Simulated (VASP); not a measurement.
A snapshot from molecular dynamics of BaTiO3, step 181; the first frame, the perfect lattice, has an electronic free energy F (no ionic kinetic energy) of -7.764 eV/atom. The Γ point alone samples so small a cell crudely.

Consider the following.

```xyz
40
Lattice="8.0000 0.0000 0.0000 0.0000 8.0000 0.0000 0.0000 0.0000 8.0000" Properties=species:S:1:pos:R:3 pbc="T T T"
Ba     7.9073     0.0139     7.9978
Ba     0.0418     7.9925     4.0434
Ba     7.9908     3.9666     0.0044
Ba     7.9664     4.0115     4.0137
Ba     4.0849     0.0023     7.9925
Ba     3.9761     0.0200     3.9855
Ba     3.9880     3.9881     0.0344
Ba     4.0321     4.0082     3.9890
Ti     2.0522     2.0653     2.0586
Ti     2.1266     2.0845     6.0814
Ti     2.0083     6.0563     2.0461
Ti     2.0441     6.0213     6.0541
Ti     6.0379     2.1258     2.0686
Ti     6.1218     2.0362     6.1060
Ti     6.0395     6.1410     2.0819
Ti     5.9517     6.0814     6.1453
O      1.9590     7.9265     1.5835
O      7.9552     1.8992     1.9627
O      1.9381     2.0736     7.9689
O      2.0489     0.0272     6.0219
O      7.8906     1.8489     5.9430
O      1.6759     1.7949     3.9452
O      1.9128     3.9337     2.0210
O      7.9569     6.0112     1.9622
O      1.9885     5.8119     7.8086
O      1.9200     3.9595     5.7825
O      0.0010     5.8425     5.7000
O      2.0939     6.0979     3.9274
O      6.0416     0.0263     1.9503
O      3.9557     1.8315     1.9612
O      5.9298     1.7690     7.9455
O      5.9650     7.8485     5.8541
O      3.8785     1.9771     5.8619
O      5.9237     2.0764     3.9727
O      5.9876     3.9188     1.7800
O      3.8931     5.9006     1.9196
O      6.1284     5.9444     7.9265
O      5.9340     3.8364     6.0284
O      4.0183     5.9248     5.9157
O      5.9689     5.8608     3.8140
```

The numbers are results of PBE GGA, VASP's PBE PAW potentials (set 64) (plane waves; VASP), not measurements. Run with PREC = Normal, LREAL = Auto, ISYM = 0, EDIFF = 1E-5, 400 eV cut-off, 1×1×1 Γ-centred mesh, Fermi-Dirac smearing of 0.035 eV, potentials Ba_sv Ti O.

Question: Give F per atom of this frame and the forces (eV/Å).

Answer: -7.807 eV/atom.
```json
[
 {"atom": "Ba1", "Fx": "1.26", "Fy": "0.01", "Fz": "0.06"},
 {"atom": "Ba2", "Fx": "-0.63", "Fy": "-0.44", "Fz": "-0.21"},
 {"atom": "Ba3", "Fx": "0.33", "Fy": "0.29", "Fz": "-0.05"},
 {"atom": "Ba4", "Fx": "0.23", "Fy": "-0.35", "Fz": "-0.29"},
 {"atom": "Ba5", "Fx": "-1.11", "Fy": "-0.06", "Fz": "0.22"},
 {"atom": "Ba6", "Fx": "0.12", "Fy": "0.10", "Fz": "0.15"},
 {"atom": "Ba7", "Fx": "0.12", "Fy": "0.02", "Fz": "-0.13"},
 {"atom": "Ba8", "Fx": "-0.20", "Fy": "0.16", "Fz": "0.16"},
 {"atom": "Ti9", "Fx": "-0.28", "Fy": "0.00", "Fz": "1.11"},
 {"atom": "Ti10", "Fx": "-1.42", "Fy": "-0.06", "Fz": "0.56"},
 {"atom": "Ti11", "Fx": "0.20", "Fy": "1.84", "Fz": "1.52"},
 {"atom": "Ti12", "Fx": "-0.70", "Fy": "1.51", "Fz": "-0.47"},
 {"atom": "Ti13", "Fx": "1.51", "Fy": "-0.70", "Fz": "1.27"},
 {"atom": "Ti14", "Fx": "-0.67", "Fy": "0.49", "Fz": "-0.35"},
 {"atom": "Ti15", "Fx": "0.50", "Fy": "1.05", "Fz": "-0.61"},
 {"atom": "Ti16", "Fx": "1.42", "Fy": "-1.01", "Fz": "-1.16"},
 {"atom": "O17", "Fx": "0.06", "Fy": "-1.07", "Fz": "0.92"},
 {"atom": "O18", "Fx": "-0.87", "Fy": "-0.02", "Fz": "-0.57"},
 {"atom": "O19", "Fx": "-0.07", "Fy": "0.15", "Fz": "-0.64"},
 {"atom": "O20", "Fx": "-0.45", "Fy": "-1.56", "Fz": "-0.24"},
 {"atom": "O21", "Fx": "0.75", "Fy": "0.16", "Fz": "0.30"},
 {"atom": "O22", "Fx": "1.82", "Fy": "0.87", "Fz": "-1.28"},
 {"atom": "O23", "Fx": "0.23", "Fy": "-0.21", "Fz": "-0.42"},
 {"atom": "O24", "Fx": "0.15", "Fy": "-0.83", "Fz": "-0.44"},
 {"atom": "O25", "Fx": "-0.21", "Fy": "-0.36", "Fz": "1.25"},
 {"atom": "O26", "Fx": "0.27", "Fy": "-0.47", "Fz": "-0.13"},
 {"atom": "O27", "Fx": "-0.54", "Fy": "0.75", "Fz": "1.16"},
 {"atom": "O28", "Fx": "-0.31", "Fy": "-0.23", "Fz": "-1.49"},
 {"atom": "O29", "Fx": "-0.77", "Fy": "-1.72", "Fz": "0.15"},
 {"atom": "O30", "Fx": "-0.62", "Fy": "0.35", "Fz": "0.13"},
 {"atom": "O31", "Fx": "-0.40", "Fy": "0.61", "Fz": "-0.20"},
 {"atom": "O32", "Fx": "-0.32", "Fy": "0.90", "Fz": "-0.22"},
 {"atom": "O33", "Fx": "1.46", "Fy": "-0.31", "Fz": "0.04"},
 {"atom": "O34", "Fx": "-0.20", "Fy": "-0.55", "Fz": "-0.95"},
 {"atom": "O35", "Fx": "-0.36", "Fy": "0.51", "Fz": "-0.07"},
 {"atom": "O36", "Fx": "0.84", "Fy": "-0.10", "Fz": "-0.80"},
 {"atom": "O37", "Fx": "-0.62", "Fy": "-0.03", "Fz": "0.35"},
 {"atom": "O38", "Fx": "-0.16", "Fy": "1.04", "Fz": "-0.03"},
 {"atom": "O39", "Fx": "0.12", "Fy": "-0.40", "Fz": "-0.07"},
 {"atom": "O40", "Fx": "-0.51", "Fy": "-0.30", "Fz": "1.42"}
]
```

The cell is a supercell, built from BaTiO3 (cubic perovskite, the ideal cubic form; the compound distorts at low or room temperature). Its lattice is the typed one, not relaxed at this level.
